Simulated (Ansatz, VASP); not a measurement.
**One calculation of K4C, two programs**

The input INCAR:

```
PREC = Accurate ; ENCUT = 600
EDIFF = 1E-6 ; ISMEAR = 0
SIGMA = 0.1 ; LREAL = False
LASPH = True ; NELM = 60
ALGO = Normal ; ISIF = 3
LWAVE = False ; LCHARG = False
GGA = PE ; IBRION = 2
NSW = 90 ; EDIFFG = -0.04
```

The input KPOINTS:

```
Automatic mesh
0
Gamma
  3 3 4
```

POSCAR

```
K4C
1.0
    6.5854810200      0.0000000000      0.0000000000
   -3.2927405100      5.7031938600      0.0000000000
    0.0000000000      0.0000000000      4.7840661600
K C
4 1
Direct
    0.5000000000      0.0000000000      0.5000000000
    0.0000000000      0.5000000000      0.5000000000
    0.5000000000      0.5000000000      0.5000000000
    0.0000000000      0.0000000000      0.0000000000
    0.0000000000      0.0000000000      0.5000000000
```

Input for Ansatz:

```yaml
crystal:
  lattice:
    - [6.58548102, 0.0, 0.0]
    - [-3.29274051, 5.70319386, 0.0]
    - [0.0, 0.0, 4.78406616]
  atoms:
    - { symbol: K, position: [0.5, 0.0, 0.5] }
    - { symbol: K, position: [0.0, 0.5, 0.5] }
    - { symbol: K, position: [0.5, 0.5, 0.5] }
    - { symbol: K, position: [0.0, 0.0, 0.0] }
    - { symbol: C, position: [0.0, 0.0, 0.5] }
basis:
  ecutwfc: 420
kpoints:
  mp_grid: { grid: [3, 3, 4] }
hamiltonian:
  xc: pbe
scf:
  occupations: { method: gaussian, width: 0.1 }
  lower_state_search: "off"
output:
  forces: true
  stress: true
  eigenvalues: true
relax:
  adjacent_minimum: "off"
  f_tol: 0.04
  max_steps: 70
  cell: { stress_tol: 0.4 }
```

Alike in both runs: task relaxation of cell and atoms; functional PBE; k mesh 3 × 3 × 4; occupations gaussian, width 0.1 eV; no spin polarisation.

```csv
,VASP,Ansatz
version,VASP 6.6.1,Ansatz 0.2.0
potentials or method,"VASP PAW PBE potentials, release 64 (K_sv, C)","scalar-relativistic, plane waves, PAW"
plane-wave cutoff (eV),600,420
valence electrons in the cell,40,40
```

VASP gave:

```
gap on the k mesh at the Fermi level, each at its own relaxed structure (eV) : none
relaxed volume (Å³/atom)                                                     : 48.75
relaxed cell length with the largest relative difference (Å)                 : 7.160
energy change over the relaxation (meV/atom)                                 : -121
```

**Question.** Which values does Ansatz return?

**Answer.** gap on the k mesh at the Fermi level, each at its own relaxed structure (eV): none; relaxed volume (Å³/atom): 49.22; relaxed cell length with the largest relative difference (Å): 7.210; energy change over the relaxation (meV/atom): -119.

A gap of «none» marks a metal or a gap that the smearing closes.

Caveats: the k mesh is coarse (spacing up to 0.37 Å⁻¹), so the values aren't converged; the volume moved by over 15 % at a fixed basis, so the end points are rough.
